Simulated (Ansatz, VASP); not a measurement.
# Cross-check of MgO between VASP and Ansatz, part 2 of 2

Wanted: the spread between two codes on one cell, functional and k mesh. The cell is taken from a series of runs on this material, whose earlier steps may have relaxed, scaled, displaced or heated it; both programs get it as it stands.

VASP 6.6.1 and Ansatz 0.2.0.

So far: The starting structure; Ansatz: elastic constants, LDA.

### 3. VASP: elastic constants, LDA

Level of this step: LDA; plane waves and PAW (Mg, O) (VASP).

The same cell, functional (in two slightly different forms), mesh and smearing now go to VASP, with its own data sets.

Lines of VASP's logs that name or quote its potential files are left out, and so is its time.

Input file INCAR:

```
SYSTEM = MgO
PREC = Accurate
ENCUT = 600
EDIFF = 1E-08
NELM = 120
ISMEAR = 0
SIGMA = 0.02
LREAL = .FALSE.
ALGO = Normal
GGA = CA
NBANDS = 10
LORBIT = 11
LWAVE = .FALSE.
LCHARG = .FALSE.
ISIF = 3
IBRION = 6
NFREE = 2
POTIM = 0.015
NSW = 1
LASPH = .TRUE.
GGA_COMPAT = .FALSE.
EFERMI = MIDGAP
```

Input file POSCAR:

```
MgO
1.0
    0.0000000000      2.0798068807      2.0798068807
    2.0798068807      0.0000000000      2.0798068807
    2.0798068807      2.0798068807      0.0000000000
Mg O
1 1
Direct
    0.0000000000      0.0000000000      0.0000000000
    0.5000000000      0.5000000000      0.5000000000
```

Input file KPOINTS:

```
Automatic mesh
0
Gamma
8 8 8
0 0 0
```

Potentials, in the order of the species: Mg and O (LDA family, release 64).

Run with:

```sh
$ mpirun -np 1 vasp_std
```

Numbers of over 12 decimals in the logs are rounded to 6 here.

The program printed:

```text
[banner, memory and clock lines left out]
running    1 mpi-ranks, on    1 nodes
 distrk:  each k-point on    1 cores,    1 groups
 distr:  one band on    1 cores,    1 groups

 POSCAR found type information on POSCAR MgO
 POSCAR found :  2 types and       2 ions
 LDA part: xc-table for (Slater(with rela. corr.)+CA(PZ))
 , standard interpolation
 POSCAR, INCAR and KPOINTS ok, starting setup
 FFT: planning ... GRIDC
 FFT: planning ... GRID_SOFT
 FFT: planning ... GRID
 WAVECAR not read
 entering main loop
       N       E                     dE             d eps       ncg     rms          rms(c)
DAV:   1     0.130451098296E+02    0.13045E+02   -0.51194E+03   652   0.800E+02
DAV:   2    -0.144774705409E+02   -0.27523E+02   -0.27160E+02   652   0.148E+02
DAV:   3    -0.150278522787E+02   -0.55038E+00   -0.55011E+00   680   0.186E+01
DAV:   4    -0.150291643326E+02   -0.13121E-02   -0.13120E-02   654   0.101E+00
DAV:   5    -0.150291682551E+02   -0.39224E-05   -0.39224E-05   672   0.511E-02    0.708E+00
DAV:   6    -0.135111012894E+02    0.15181E+01   -0.88170E+00   584   0.177E+01    0.221E+00
DAV:   7    -0.134721446848E+02    0.38957E-01   -0.53341E-02   620   0.229E+00    0.128E+00
DAV:   8    -0.134483724000E+02    0.23772E-01   -0.27500E-02   586   0.186E+00    0.192E-01
DAV:   9    -0.134481805862E+02    0.19181E-03   -0.19525E-04   660   0.117E-01    0.131E-01
DAV:  10    -0.134480561175E+02    0.12447E-03   -0.29183E-04   618   0.162E-01    0.865E-03
DAV:  11    -0.134480551653E+02    0.95219E-06   -0.41684E-06   632   0.119E-02    0.323E-03
DAV:  12    -0.134480551519E+02    0.13437E-07   -0.21021E-07   642   0.324E-03    0.658E-04
DAV:  13    -0.134480551490E+02    0.28676E-08   -0.49877E-09   364   0.815E-04
   1 F= -.13448055E+02 E0= -.13448055E+02  d E =0.000000E+00
[... from here on, the cycles between the ionic steps are left out ...]
   2 F= -.13440834E+02 E0= -.13440834E+02  d E =0.000000E+00
   3 F= -.13447066E+02 E0= -.13447066E+02  d E =0.000000E+00
   4 F= -.13440834E+02 E0= -.13440834E+02  d E =0.000000E+00
   8 F= -.13446103E+02 E0= -.13446103E+02  d E =0.000000E+00
   9 F= -.13446103E+02 E0= -.13446103E+02  d E =0.000000E+00
  10 F= -.13446103E+02 E0= -.13446103E+02  d E =0.000000E+00
  11 F= -.13446103E+02 E0= -.13446103E+02  d E =0.000000E+00
  12 F= -.13446103E+02 E0= -.13446103E+02  d E =0.000000E+00
  13 F= -.13446103E+02 E0= -.13446103E+02  d E =0.000000E+00
  14 F= -.13447370E+02 E0= -.13447370E+02  d E =0.000000E+00
  15 F= -.13447370E+02 E0= -.13447370E+02  d E =0.000000E+00
  16 F= -.13447370E+02 E0= -.13447370E+02  d E =0.000000E+00
 Finite differences progress:
  Degree of freedom:   8/  8
  Displacement:        1/  2
  Total:              15/ 16
 bond charge predicted
       N       E                     dE             d eps       ncg     rms          rms(c)
DAV:   1    -0.134460858518E+02    0.12837E-02   -0.40025E+00  1180   0.164E+01    0.222E-01
DAV:   2    -0.134480201543E+02   -0.19343E-02   -0.34712E-02  1278   0.174E+00    0.114E-01
DAV:   3    -0.134473721216E+02    0.64803E-03   -0.14805E-03  1312   0.350E-01    0.288E-02
DAV:   4    -0.134473731865E+02   -0.10649E-05   -0.17545E-04  1298   0.112E-01    0.196E-02
DAV:   5    -0.134473704417E+02    0.27448E-05   -0.54844E-06  1286   0.216E-02    0.104E-02
DAV:   6    -0.134473695527E+02    0.88901E-06   -0.26711E-06  1288   0.147E-02    0.963E-04
DAV:   7    -0.134473695625E+02   -0.97774E-08   -0.15704E-07  1260   0.355E-03    0.864E-04
DAV:   8    -0.134473695579E+02    0.45894E-08   -0.51614E-09   646   0.629E-04
  17 F= -.13447370E+02 E0= -.13447370E+02  d E =0.000000E+00
 Finite differences progress:
  Degree of freedom:   8/  8
  Displacement:        2/  2
  Total:              16/ 16
```

Parts of OUTCAR (step 3):

```text
ion  position               nearest neighbor table
   1  0.000  0.000  0.000-   2 2.08   2 2.08   2 2.08   2 2.08   2 2.08   2 2.08
   2  0.500  0.500  0.500-   1 2.08   1 2.08   1 2.08   1 2.08   1 2.08   1 2.08

  LATTYP: Found a face centered cubic cell.
 ALAT       =     4.1596137614

 Subroutine GETGRP returns: Found 48 space group operations
 (whereof 48 operations were pure point group operations)

The static configuration has the point symmetry O_h .

 Found     29 irreducible k-points:

   k-points           NKPTS =     29   k-points in BZ     NKDIM =     29   number of bands    NBANDS=     10

   dimension x,y,z NGX =    24 NGY =   24 NGZ =   24
   dimension x,y,z NGXF=    48 NGYF=   48 NGZF=   48

   ENCUT  =  600.0 eV  44.10 Ry    6.64 a.u.   5.87  5.87  5.87*2*pi/ulx,y,z

   NELECT =       8.0000    total number of electrons

 k-points in reciprocal lattice and weights: Automatic mesh
   0.00000000  0.00000000  0.00000000       0.002
   0.12500000  0.00000000  0.00000000       0.016
   0.25000000  0.00000000  0.00000000       0.016
   0.37500000  0.00000000  0.00000000       0.016
   0.50000000  0.00000000  0.00000000       0.008
   0.12500000  0.12500000  0.00000000       0.012
   0.25000000  0.12500000  0.00000000       0.047
   0.37500000  0.12500000  0.00000000       0.047
   0.50000000  0.12500000  0.00000000       0.047
[...]
-0.37500000  0.50000000  0.12500000       0.023
  -0.25000000  0.50000000  0.25000000       0.012

 average (electrostatic) potential at core
       1 -34.7127       2 -70.4765

 E-fermi :   5.6857

 k-point     1 :       0.0000    0.0000    0.0000
  band No.  band energies     occupation
      1     -14.0333      2.00000
      2       3.1689      2.00000
      3       3.1692      2.00000
      4       3.1692      2.00000
      5       8.2023      0.00000
      6      18.9015      0.00000
      7      18.9021      0.00000
      8      18.9021      0.00000
      9      23.0246      0.00000
    ...

 k-point     2 :       0.1250    0.0000    0.0000
  band No.  band energies     occupation
      1     -13.8520      2.00000
      2       2.1903      2.00000
      3       3.0568      2.00000
      4       3.0569      2.00000
      5       9.1022      0.00000
      6      17.2395      0.00000
      7      19.2822      0.00000
      8      19.2825      0.00000
      9      23.7813      0.00000
    ...

 k-point     3 :       0.2500    0.0000    0.0000
  band No.  band energies     occupation
      1     -13.3773      2.00000
      2       0.4025      2.00000
      3       2.7983      2.00000
      4       2.7984      2.00000
      5      10.4961      0.00000
      6      15.7589      0.00000
      7      19.8397      0.00000
      8      19.8400      0.00000
      9      23.3882      0.00000
    ...

  Total       -0.2154941     -0.2257691     -0.2257691     -0.0000000      0.0000000      0.0000000
  in kB      -19.1887618    -20.1037050    -20.1037050     -0.0000000      0.0000000      0.0000000
  external PRESSURE =     -19.7987239 kB  Pullay stress =       0.0000000 kB

  energy-cutoff  :      600.00
  volume of cell :       17.99
      direct lattice vectors                 reciprocal lattice vectors
     0.000000000  2.079806881  2.079806881    -0.240406936  0.240406936  0.240406936
     2.079806881  0.000000000  2.079806881     0.240406936 -0.240406936  0.240406936
     2.079806881  2.079806881  0.000000000     0.240406936  0.240406936 -0.240406936

 POSITION                                       TOTAL-FORCE (eV/Angst)
 -----------------------------------------------------------------------------------
      0.00000      0.00000      0.00000        -0.091462      0.000000      0.000000
      2.06481      2.07981      2.07981         0.091462      0.000000      0.000000
 -----------------------------------------------------------------------------------
    total drift:                                0.000082     -0.000000     -0.000000

  FREE ENERGIE OF THE ION-ELECTRON SYSTEM (eV)
  ---------------------------------------------------
  free  energy   TOTEN  =       -13.4473695579 eV

  energy  without entropy=      -13.4473695579  energy(sigma->0) =      -13.44736956

  SYMMETRIZED ELASTIC MODULI (kBar)
 Direction    XX          YY          ZZ          XY          YZ          ZX
 --------------------------------------------------------------------------------
 XX        3272.3027    954.1936    954.1936      0.0000     -0.0000     -0.0000
 YY         954.1936   3272.3027    954.1936      0.0000     -0.0000      0.0000
 ZZ         954.1936    954.1936   3272.3027      0.0000      0.0000      0.0000
 XY           0.0000      0.0000      0.0000   1546.0099     -0.0000      0.0000
 YZ          -0.0000     -0.0000      0.0000     -0.0000   1546.0099     -0.0000
 ZX          -0.0000      0.0000      0.0000      0.0000     -0.0000   1546.0099
 --------------------------------------------------------------------------------

 Eigenvectors and eigenvalues of the dynamical matrix
 ----------------------------------------------------

   1 f  =   12.425098 THz    78.069195 2PiTHz  414.456666 cm-1    51.386054 meV
             X         Y         Z           dx          dy          dz
      0.000000  0.000000  0.000000     0.626398   -0.049539   -0.046246
      2.079807  2.079807  2.079807    -0.772046    0.061058    0.056999

   2 f  =   12.425098 THz    78.069195 2PiTHz  414.456666 cm-1    51.386054 meV
             X         Y         Z           dx          dy          dz
      0.000000  0.000000  0.000000    -0.020229    0.273669   -0.567154
      2.079807  2.079807  2.079807     0.024932   -0.337301    0.699027

   3 f  =   12.425098 THz    78.069195 2PiTHz  414.456666 cm-1    51.386054 meV
             X         Y         Z           dx          dy          dz
      0.000000  0.000000  0.000000    -0.064681   -0.565349   -0.270490
      2.079807  2.079807  2.079807     0.079720    0.696801    0.333384

   4 f/i=    0.000066 THz     0.000417 2PiTHz    0.002213 cm-1     0.000274 meV
             X         Y         Z           dx          dy          dz
      0.000000  0.000000  0.000000     0.098184    0.592191    0.492648
      2.079807  2.079807  2.079807     0.079662    0.480473    0.399709

   5 f/i=    0.000066 THz     0.000417 2PiTHz    0.002213 cm-1     0.000274 meV
             X         Y         Z           dx          dy          dz
      0.000000  0.000000  0.000000     0.094245    0.483668   -0.600179
      2.079807  2.079807  2.079807     0.076466    0.392423   -0.486954

   6 f/i=    0.000066 THz     0.000417 2PiTHz    0.002213 cm-1     0.000274 meV
             X         Y         Z           dx          dy          dz
      0.000000  0.000000  0.000000    -0.764532    0.135674   -0.010717
      2.079807  2.079807  2.079807    -0.620302    0.110079   -0.008695

 ELASTIC MODULI CONTR FROM IONIC RELAXATION (kBar)
 Direction    XX          YY          ZZ          XY          YZ          ZX
 --------------------------------------------------------------------------------
 XX           0.0000      0.0000      0.0000      0.0000      0.0000      0.0000
 YY           0.0000      0.0000      0.0000      0.0000      0.0000      0.0000
 ZZ           0.0000      0.0000      0.0000      0.0000      0.0000      0.0000
 XY           0.0000      0.0000      0.0000      0.0000      0.0000      0.0000
 YZ           0.0000      0.0000      0.0000      0.0000      0.0000      0.0000
 ZX           0.0000      0.0000      0.0000      0.0000      0.0000      0.0000
 --------------------------------------------------------------------------------

 TOTAL ELASTIC MODULI (kBar)
 Direction    XX          YY          ZZ          XY          YZ          ZX
 --------------------------------------------------------------------------------
 XX        3272.3027    954.1936    954.1936      0.0000     -0.0000     -0.0000
 YY         954.1936   3272.3027    954.1936      0.0000     -0.0000      0.0000
 ZZ         954.1936    954.1936   3272.3027      0.0000      0.0000      0.0000
 XY           0.0000      0.0000      0.0000   1546.0099     -0.0000      0.0000
 YZ          -0.0000     -0.0000      0.0000     -0.0000   1546.0099     -0.0000
 ZX          -0.0000      0.0000      0.0000      0.0000     -0.0000   1546.0099
 --------------------------------------------------------------------------------

 total charge
# of ion       s       p       d       tot
------------------------------------------
    1        0.160   0.201   0.088   0.448
    2        1.527   3.561   0.000   5.089
--------------------------------------------------
tot          1.687   3.762   0.088   5.537

[... 3 further parts left out ...]
```

CONTCAR:

```
MgO
   1.00000000000000
     0.0000000000000000    2.0798068807000001    2.0798068807000001
     2.0798068807000001    0.0000000000000000    2.0798068807000001
     2.0798068807000001    2.0798068807000001    0.0000000000000000
  Mg              O
     1     1
Direct
     0.0000000000000000    0.0000000000000000    0.0000000000000000
     0.5036061040424462    0.4963938959575536    0.4963938959575536
```

Levels, forces or a CONTCAR printed for this step are those of its last displaced cell, not of the structure at rest.

### 4. Comparison

Known differences besides the potentials themselves: the two LDA forms differ slightly; the data sets hold 16 valence electrons in Ansatz (on its default PAW (the set named soft_2) files) and 8 in VASP; the cutoff is 590 eV in Ansatz and 600 eV in VASP; VASP's log shows a relativistic correction to its local exchange, Ansatz's none; VASP takes each elastic constant from one size of strain, Ansatz from those that its log lists. Total energies have different zeros and are not compared.

Both answers:

```
 quantity  Ansatz   VASP  difference
C11 (GPa)   325.5  327.2     -0.54 %
C22 (GPa)   325.5  327.2     -0.54 %
C33 (GPa)   325.5  327.2     -0.54 %
C12 (GPa)    95.8   95.4     +0.35 %
C13 (GPa)    95.8   95.4     +0.35 %
C23 (GPa)    95.8   95.4     +0.35 %
C44 (GPa)   153.2  154.6     -0.93 %
C55 (GPa)   153.2  154.6     -0.93 %
C66 (GPa)   153.2  154.6     -0.93 %
```

### 5. Outcome

| Property | Result |
| --- | --- |
| difference in C44 (elastic constants, LDA) | -0.93 % |

**Reading.** The difference in C44 is -0.93 % (elastic constants, LDA), within the 5 % picked in this series as the mark of a large difference. The data sets hold unlike numbers of valence electrons (16 in Ansatz and 8 in VASP), so part of the differences comes from the potentials. How closely two codes agree says nothing of how well the functional describes the real material.

[Lines on the potential files, build, host, timing and source positions are cut from VASP's logs without a mark.]

[Logs are printed without paths, hosts, clocks, repeated set-up lines and the standing remarks that a program may print on its own settings, such as how far it seeks lower states.]

[Hosts, paths, dates, database ids (printed as entryN), source tags and the programs' standing remarks are cut or masked in the printed files.]
